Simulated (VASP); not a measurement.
Level of theory: revTPSS meta-GGA, VASP's PBE PAW potentials (set 64) (plane waves; VASP).

VASP ran on this input.

INCAR:
```
LMAXMIX = 4
NSW = 60   ! most ionic steps
LCHARG = F
LMIXTAU = T
ALGO = Normal   ! blocked Davidson
LASPH = T   ! aspherical one-centre terms
ISIF = 3   ! ions, shape and volume
ISMEAR = 0
METAGGA = RTPSS
SYSTEM = CdS
PREC = Accurate
LREAL = F   ! projection in real space or not
IBRION = 2   ! conjugate gradients
ENCUT = 520
NELM = 100   ! most electronic steps
LWAVE = F
SIGMA = 0.05   ! width (eV)
EDIFF = 1E-6   ! SCF stop (eV)
EDIFFG = -0.01   ! ionic stop
```

### KPOINTS
```
Automatic mesh
0
Gamma
7 7 7
0 0 0
```

File POSCAR:
```
CdS
1.0
  0.0000000000   2.9545930176   2.9545930176
  2.9545930176   0.0000000000   2.9545930176
  2.9545930176   2.9545930176   0.0000000000
Cd S
1 1
Cart
  0.0000000000   0.0000000000   0.0000000000
  1.4772965088   1.4772965088   1.4772965088
```

POTCAR, in this order: Cd S (PBE.64 set). Program: vasp_std.

**Question.** What will the output report for the number of irreducible k-points (NKPTS), largest plane-wave count, number of space-group operations, FFT grid (NGX, NGY, NGZ)?

**Answer.** 
```yaml
number of irreducible k-points (NKPTS): 20
largest_plane_wave_count: 1411
number_of_space_group_operations: 24
FFT grid (NGX, NGY, NGZ): 32 × 32 × 32
```

The compound is CdS in the zinc blende structure, a metastable form; wurtzite is the usual one. It was relaxed first. The start is the result of an earlier pass.
